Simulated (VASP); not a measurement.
Computed with PBE GGA, VASP's PBE PAW potentials (set 64) (plane waves; VASP).

A VASP calculation is set up with these files.

File POSCAR:
```
Pb28Te26
1.0
  0.0000000000   9.8416856329   9.8416856329
  9.8416856329   0.0000000000   9.8416856329
  9.8416856329   9.8416856329   0.0000000000
Te Pb
26 28
Cartesian
  0.0000000000   0.0000000000   0.0000000000
  3.2805585971   3.2805585971   0.0000000000
  6.5611270358   6.5611270358   0.0000000000
  3.2805585971   0.0000000000   3.2805585971
  6.5611171941   3.2805585971   3.2805585971
  9.8416856329  16.4028126687  13.1222442300
  6.5611270358   0.0000000000   6.5611270358
  9.8416856329   3.2805585971   6.5611270358
 13.1222540717  16.4028126687  16.4028126687
  0.0000000000   3.2805585971   3.2805585971
  3.2805585971   6.5611171941   3.2805585971
 16.4028126687   9.8416856329  13.1222442300
  3.2805585971   3.2805585971   6.5611171941
  6.5611171941   6.5611171941   6.5611171941
  6.5611270358   3.2805585971   9.8416856329
  9.8416856329   6.5611171941   9.8416856329
 13.1222540717   9.8416856329   9.8416856329
  0.0000000000   6.5611270358   6.5611270358
  3.2805585971   9.8416856329   6.5611270358
 16.4028126687  13.1222540717  16.4028126687
  3.2805585971   6.5611270358   9.8416856329
  6.5611171941   9.8416856329   9.8416856329
  9.8416856329  13.1222540717   9.8416856329
  6.5611270358   6.5611270358  13.1222540717
  9.8416856329   9.8416856329  13.1222540717
 13.1222540717  13.1222540717  13.1222540717
  3.2805684388   3.2805684388   3.2805684388
  6.5611270358   6.5611270358   3.2805684388
  9.8416856329   9.8416856329   3.2805684388
  6.5611270358   3.2805684388   6.5611270358
  9.8416856329   6.5611270358   6.5611270358
 13.1222442300   9.8416856329   6.5611270358
  9.8416856329   3.2805684388   9.8416856329
 13.1222442300   6.5611270358   9.8416856329
 16.4028028270   9.8416856329   9.8416856329
  3.2805684388   6.5611270358   6.5611270358
  6.5611270358   9.8416856329   6.5611270358
  9.8416856329  13.1222442300   6.5611270358
  6.5611270358   6.5611270358   9.8416856329
  9.8416856329   9.8416856329   9.8416856329
  9.8117767503   9.8043954860   6.5330093400
 13.1222442300  13.1222442300   9.8416856329
  9.8416856329   6.5611270358  13.1222442300
 13.1222442300   9.8416856329  13.1222442300
 16.4028028270  13.1222442300  13.1222442300
  3.2805684388   9.8416856329   9.8416856329
  6.5611270358  13.1222442300   9.8416856329
  9.8416856329  16.4028028270   9.8416856329
  6.5611270358   9.8416856329  13.1222442300
  9.8416856329  13.1222442300  13.1222442300
 13.1222442300  16.4028028270  13.1222442300
  9.8416856329   9.8416856329  16.4028028270
 13.1222442300  13.1222442300  16.4028028270
 16.4028028270  16.4028028270  16.4028028270
```

File KPOINTS:
```
Regular mesh
0
gamma
  1 1 1
0 0 0
```

INCAR:
```
SYSTEM = Pb28Te26
PREC = Normal
ENCUT = 400
EDIFF = 1E-5
NELM = 100
ALGO = Fast
LREAL = Auto
LASPH = .TRUE.
ISMEAR = 0
SIGMA = 0.05
GGA = PE
LMAXMIX = 4
LWAVE = .FALSE.
LCHARG = .FALSE.
NELMIN = 4
ISYM = 0
IBRION = 2
ISIF = 2
NSW = 60
EDIFFG = -0.03
```

POTCAR, in this order: Te Pb (PBE.64 set). Program: vasp_gam.

The supercell is sampled at Γ alone, which is coarse: total energies, pressure and levels can be off, energies of defects by several tenths of an eV.

Task: What does the run give for the energy per atom (σ→0)?

Result: 
```
Item                            Value
---------------------  --------------
energy per atom (σ→0)  -3.750 eV/atom
```

### OSZICAR
```
...
RMM:   6    -0.202558343811E+03   -0.28045E-05   -0.36032E-05   222   0.996E-03
   3 F= -.20255834E+03 E0= -.20251978E+03  d E =-.635752E-02
       N       E                     dE             d eps       ncg     rms          rms(c)
DAV:   1    -0.202558355460E+03   -0.14454E-04   -0.11358E-02   368   0.170E-01    0.662E-02
RMM:   2    -0.202558419771E+03   -0.64311E-04   -0.76350E-04   324   0.424E-02    0.226E-02
RMM:   3    -0.202558432699E+03   -0.12928E-04   -0.13774E-04   287   0.171E-02    0.162E-02
RMM:   4    -0.202558433461E+03   -0.76120E-06   -0.17949E-05   198   0.692E-03
   4 F= -.20255843E+03 E0= -.20251987E+03  d E =-.644717E-02
```

The cell is a supercell with a defect, built from a database entry that may be metastable or hypothetical: Pb_Te. The run is not spin-polarised, so no state with unpaired spins was tried.
